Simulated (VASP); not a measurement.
These are optB88-vdW, VASP's PBE PAW potentials (set 64) (plane waves; VASP 6.6.1) values and carry that method's errors.

The input files of a VASP run:

### INCAR
```
! general
SYSTEM  =AlN
PREC    =Accurate
ENCUT   =520
LREAL   =.False.   ! projection in real space or not
LASPH   =.True.   ! aspherical one-centre terms

! electronic loop
EDIFF   =1E-7
NELM    =100   ! most electronic steps
ALGO    =Normal   ! blocked Davidson

! smearing
ISMEAR  =0   ! Gaussian
SIGMA   =0.05

! functional
GGA     =BO
LUSE_VDW=.True.
AGGAC   =0.0
PARAM1  =0.1833333333
PARAM2  =0.22

! ions
IBRION  =2   ! conjugate gradients
NSW     =30
ISIF    =4   ! ions and shape, fixed volume
EDIFFG  =-0.01   ! ionic stop

! output
LWAVE   =.False.
LCHARG  =.False.
```

KPOINTS:
```
Automatic mesh
0
Gamma
8 8 5
0 0 0
```

**POSCAR**
```
AlN
1
    1.5461476752    -2.6780063237     0.0000000000
    1.5461476752     2.6780063237     0.0000000000
    0.0000000000     0.0000000000     4.9542362197
Al N
2 2
Direct
  0.6666670000   0.3333330000   0.5000982102
  0.3333330000   0.6666670000   0.0000982102
  0.6666670000   0.3333330000   0.8819017898
  0.3333330000   0.6666670000   0.3819017898
```

POTCAR, in this order: Al N (PBE.64 set). Program: vasp_std.

The run wrote:

### OSZICAR
```
       N       E                     dE             d eps       ncg     rms          rms(c)
DAV:   1     0.581370296887E+02    0.58137E+02   -0.76288E+03   720   0.119E+03
DAV:   2    -0.262834495016E+02   -0.84420E+02   -0.78153E+02  1044   0.229E+02
DAV:   3    -0.302068707530E+02   -0.39234E+01   -0.39114E+01   956   0.538E+01
DAV:   4    -0.302390167197E+02   -0.32146E-01   -0.32137E-01   820   0.568E+00
DAV:   5    -0.302394853205E+02   -0.46860E-03   -0.46858E-03   928   0.704E-01    0.129E+01
DAV:   6    -0.248066152366E+02    0.54329E+01   -0.19541E+01   872   0.340E+01    0.412E+00
DAV:   7    -0.248318793018E+02   -0.25264E-01   -0.80042E-01   808   0.696E+00    0.289E+00
DAV:   8    -0.248219683474E+02    0.99110E-02   -0.10218E-01   784   0.335E+00    0.485E-01
DAV:   9    -0.248166530693E+02    0.53153E-02   -0.23680E-02   924   0.116E+00    0.241E-01
DAV:  10    -0.248171883479E+02   -0.53528E-03   -0.23466E-03   828   0.391E-01    0.137E-01
DAV:  11    -0.248171180144E+02    0.70333E-04   -0.18696E-04   836   0.122E-01    0.332E-02
DAV:  12    -0.248171205644E+02   -0.25500E-05   -0.70713E-06   836   0.259E-02    0.577E-03
DAV:  13    -0.248171208180E+02   -0.25358E-06   -0.28717E-06   848   0.135E-02    0.252E-03
DAV:  14    -0.248171210042E+02   -0.18625E-06   -0.13903E-07   536   0.380E-03    0.399E-04
DAV:  15    -0.248171210265E+02   -0.22225E-07   -0.12282E-08   420   0.139E-03
   1 F= -.24817121E+02 E0= -.24817121E+02  d E =-.248171E+02
```

### OUTCAR
```
------------------------ aborting loop because EDIFF is reached ----------------------------------------
  FORCE on cell =-STRESS in cart. coord.  units (eV):
  Direction    XX          YY          ZZ          XY          YZ          ZX
  --------------------------------------------------------------------------------------
  Total        1.6346212      1.6346212      1.6296424      0.0000000      0.0000000      0.0000000
  in kB       63.8349376     63.8349373     63.6405043      0.0000000      0.0000000      0.0000000
  external PRESSURE =      63.7701264 kB  Pullay stress =       0.0000000 kB
  volume of cell :       41.03
      direct lattice vectors                 reciprocal lattice vectors
     1.546147675 -2.678006324  0.000000000     0.323384375 -0.186706057  0.000000000
     1.546147675  2.678006324  0.000000000     0.323384375  0.186706057  0.000000000
     0.000000000  0.000000000  4.954236220     0.000000000  0.000000000  0.201847461
  FREE ENERGIE OF THE ION-ELECTRON SYSTEM (eV)
  ---------------------------------------------------
  free  energy   TOTEN  =       -24.8171210265 eV

  energy  without entropy=      -24.8171210265  energy(sigma->0) =      -24.81712103

 reached required accuracy - stopping structural energy minimisation
```
(Selected blocks of OUTCAR.)

The compound is AlN in the wurtzite structure. This cell is one point of a volume scan, at 0.97 of the reference volume.
